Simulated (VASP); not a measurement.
Here is the system:

```yaml
crystal:
  lattice:
    - [0.00000, 3.16078, 3.16078]
    - [3.16078, 0.00000, 3.16078]
    - [3.16078, 3.16078, 0.00000]
  atoms:
    - { symbol: Mg, position: [0.25000, 0.25000, 0.25000] }
    - { symbol: Mg, position: [0.75000, 0.75000, 0.75000] }
    - { symbol: Si, position: [0.00000, 0.00000, 0.00000] }
```

Level of theory: PBEsol GGA, VASP's PBE PAW potentials (set 64) (plane waves; VASP 6.6.1). Settings: 400 eV cut-off, Gaussian smearing of 0.050 eV, potentials Mg Si.

Give the energies of bands 2 to 7 at the high-symmetry points, in eV from the valence-band maximum.

| band | Γ | X | U | L | W |
|---|---|---|---|---|---|
| 2 | 0.00 | -4.48 | -4.05 | -4.83 | -3.64 |
| 3 | 0.00 | -1.97 | -3.50 | -0.71 | -3.64 |
| 4 | 0.00 | -1.97 | -1.65 | -0.71 | -2.72 |
| 5 | 1.90 | 0.10 | 0.65 | 1.29 | 2.62 |
| 6 | 2.56 | 0.41 | 2.97 | 2.52 | 3.59 |
| 7 | 2.56 | 7.96 | 5.85 | 2.52 | 3.59 |

The gap is indirect, 0.10 eV, from the valence maximum at Γ to the conduction minimum at X.

Measured: gap 0.77 eV (computed value off by -0.67 eV), as given by Byungki Ryu et al., Journal of the Korean Physical Society (2019), arXiv:1905.06140.

The compound is Mg2Si in the antifluorite structure. It was relaxed first.
